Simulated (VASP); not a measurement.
Data:

```
CELL_PARAMETERS angstrom
      1.71224    -2.96568     0.00000
      1.71224     2.96568     0.00000
      0.00000     0.00000    13.26436
ATOMIC_POSITIONS crystal
  Te 0.33333 0.66667 0.88706
  Te 0.66667 0.33333 0.38706
  Te 0.66667 0.33333 0.11294
  Te 0.33333 0.66667 0.61294
  Mo 0.33333 0.66667 0.25000
  Mo 0.66667 0.33333 0.75000
```

Method: PBEsol GGA, VASP's PBE PAW potentials (set 64) (plane waves; VASP 6.6.1). Numerical set-up: 500 eV cut-off, 8×8×2 Γ-centred mesh, Gaussian smearing of 0.050 eV, potentials Te Mo_sv.

Energy and stress use the plane-wave basis of the starting cell. Without a dispersion term in the relaxation, distances and binding between the weakly bound layers, chains or molecules are unreliable, and so is what depends on them.

Q: The ions, cell shape and volume at an external pressure of 10.0 GPa are relaxed. Which structure does the run end with?

A: 
```
CELL_PARAMETERS angstrom
      1.68347    -2.91586     0.00000
      1.68347     2.91586     0.00000
      0.00000     0.00000    12.98738
ATOMIC_POSITIONS crystal
  Te 0.33333 0.66667 0.89060
  Te 0.66667 0.33333 0.39060
  Te 0.66667 0.33333 0.10940
  Te 0.33333 0.66667 0.60940
  Mo 0.33333 0.66667 0.25000
  Mo 0.66667 0.33333 0.75000
```
Space group P6_3/mmc (194), at a tolerance of 0.03 Å.

Q: How do energy and volume change from the first to the last step?

A: The energy (σ→0) changes by +55.7 meV/atom and the volume by -5.4 %, in 9 ionic steps.

The compound is MoTe2 in the 2H layered structure. This run relaxes it under an external pressure of 10 GPa. Symmetry was kept, so distortions that lower it aren't found.
